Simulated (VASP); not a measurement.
Data:

```
CELL_PARAMETERS angstrom
      3.85340     0.00000     0.00000
      0.00000     3.85340     0.00000
      0.00000     0.00000     3.85340
ATOMIC_POSITIONS crystal
  Cs 0.00000 0.00000 0.00000
  Br 0.50000 0.50000 0.50000
```

Calculation: PBEsol GGA, VASP's PBE PAW potentials (set 64) (plane waves; VASP 6.6.1). Run with 500 eV cut-off, 7×7×7 Γ-centred mesh, Gaussian smearing of 0.050 eV, potentials Cs_sv Br.

Unless said otherwise, spin-orbit coupling is left out, though it shifts the bands of the heavy elements here.

Task: Predict the energy per atom (σ→0), pressure, band gap (on the k-mesh) with the smallest direct gap where there is one.

Result: 
```yaml
band gap (on the k-mesh): 3.97 eV
smallest direct gap (on the k-mesh): 3.97 eV
energy per atom (σ→0): -2.949 eV/atom
pressure: 9.99 GPa
```

Total energies compare only between runs with the same potentials, cut-off and functional.

The compound is CsBr in the CsCl type structure. It was relaxed first under an external pressure of 10 GPa.
